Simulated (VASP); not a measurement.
Method: LDA (Ceperley-Alder, Perdew-Zunger), VASP's LDA PAW potentials (set 64) (plane waves; VASP).

VASP input:

File KPOINTS:
```
Automatic mesh
0
Gamma
14 14 14
0 0 0
```

**INCAR**
```
ISMEAR=0   # Gaussian
ALGO=Normal
EDIFF=1E-6   # SCF stop (eV)
ISIF=2   # forces and stress, cell fixed
LCHARG=.FALSE.
SYSTEM=LiF
NELM=100
LREAL=.FALSE.   # projection in real space or not
ENCUT=280   # plane-wave cut-off (eV)
LWAVE=.FALSE.
PREC=Accurate
SIGMA=0.01
LASPH=.TRUE.
```

POSCAR:
```
LiF
1
    0.0000000000     1.9961850000     1.9961850000
    1.9961850000     0.0000000000     1.9961850000
    1.9961850000     1.9961850000     0.0000000000
Li F
1 1
Direct
  0.0000000000   0.0000000000   0.0000000000
  0.5000000000   0.5000000000   0.5000000000
```

POTCAR, in this order: Li_sv F (LDA.64 set). Program: vasp_std.

The resulting files:

### OUTCAR
```
 ion  position               nearest neighbor table
   1  0.000  0.000  0.000-   2 2.00   2 2.00   2 2.00   2 2.00   2 2.00   2 2.00
   2  0.500  0.500  0.500-   1 2.00   1 2.00   1 2.00   1 2.00   1 2.00   1 2.00
  LATTYP: Found a face centered cubic cell.
 ALAT       =     3.9923700000
 Subroutine PRICEL returns:
 Original cell was already a primitive cell.
 Subroutine GETGRP returns: Found 48 space group operations
The static configuration has the point symmetry O_h .
The dynamic configuration has the point symmetry O_h .
 Subroutine INISYM returns: Found 48 space group operations
 Subroutine IBZKPT returns following result:
 Found    104 irreducible k-points:

 Following reciprocal coordinates:
            Coordinates               Weight
  0.000000  0.000000  0.000000      1.000000
  0.071429  0.000000  0.000000      8.000000
  0.142857  0.000000  0.000000      8.000000
  0.214286  0.000000  0.000000      8.000000
  0.285714  0.000000  0.000000      8.000000
  0.357143  0.000000  0.000000      8.000000
  0.428571  0.000000  0.000000      8.000000
  0.500000  0.000000  0.000000      4.000000
  0.071429  0.071429  0.000000      6.000000
...
```

### OSZICAR
```
       N       E                     dE             d eps       ncg     rms          rms(c)
DAV:   1     0.517447913235E+01    0.51745E+01   -0.41039E+03  2210   0.683E+02
DAV:   2    -0.113427655588E+02   -0.16517E+02   -0.16175E+02  2035   0.125E+02
DAV:   3    -0.115771238990E+02   -0.23436E+00   -0.23415E+00  2421   0.133E+01
DAV:   4    -0.115785622188E+02   -0.14383E-02   -0.14382E-02  2212   0.103E+00
DAV:   5    -0.115785793743E+02   -0.17156E-04   -0.17155E-04  2311   0.832E-02    0.443E+00
DAV:   6    -0.112823230248E+02    0.29626E+00   -0.51727E-01  1942   0.494E+00    0.257E+00
DAV:   7    -0.112096199836E+02    0.72703E-01   -0.34678E-02  2065   0.158E+00    0.106E+00
DAV:   8    -0.111975246343E+02    0.12095E-01   -0.97273E-03  2165   0.126E+00    0.457E-02
DAV:   9    -0.111976498818E+02   -0.12525E-03   -0.11990E-03  2194   0.302E-01    0.212E-02
DAV:  10    -0.111976504903E+02   -0.60851E-06   -0.20364E-05  2139   0.442E-02    0.841E-03
DAV:  11    -0.111976491158E+02    0.13745E-05   -0.34798E-06  1978   0.194E-02    0.144E-03
DAV:  12    -0.111976493929E+02   -0.27707E-06   -0.94384E-08  1084   0.315E-03
   1 F= -.11197649E+02 E0= -.11197649E+02  d E =-.393811E-74
```

File OUTCAR:
```
------------------------ aborting loop because EDIFF is reached ----------------------------------------
  FORCE on cell =-STRESS in cart. coord.  units (eV):
  Direction    XX          YY          ZZ          XY          YZ          ZX
  --------------------------------------------------------------------------------------
  Total      -12.1391986    -12.1391986    -12.1391986      0.0000000      0.0000000      0.0000000
  in kB    -1222.5545346  -1222.5545346  -1222.5545346      0.0000000      0.0000000      0.0000000
  external PRESSURE =   -1222.5545346 kB  Pullay stress =       0.0000000 kB
  volume of cell :       15.91
      direct lattice vectors                 reciprocal lattice vectors
     0.000000000  1.996185000  1.996185000    -0.250477786  0.250477786  0.250477786
     1.996185000  0.000000000  1.996185000     0.250477786 -0.250477786  0.250477786
     1.996185000  1.996185000  0.000000000     0.250477786  0.250477786 -0.250477786
  FREE ENERGIE OF THE ION-ELECTRON SYSTEM (eV)
  ---------------------------------------------------
  free  energy   TOTEN  =       -11.1976493929 eV

  energy  without entropy=      -11.1976493929  energy(sigma->0) =      -11.19764939
```
(Selected blocks of OUTCAR.)

At this cut-off the stress carries a Pulay error, which pulls relaxed volumes low.

The structure comes from a computed database's LiF entry; how it stands against other phases isn't given here. The cell was not relaxed at this level. The run is one of a series of settings (ENCUT = 280 against the base run), some of them coarse on purpose.
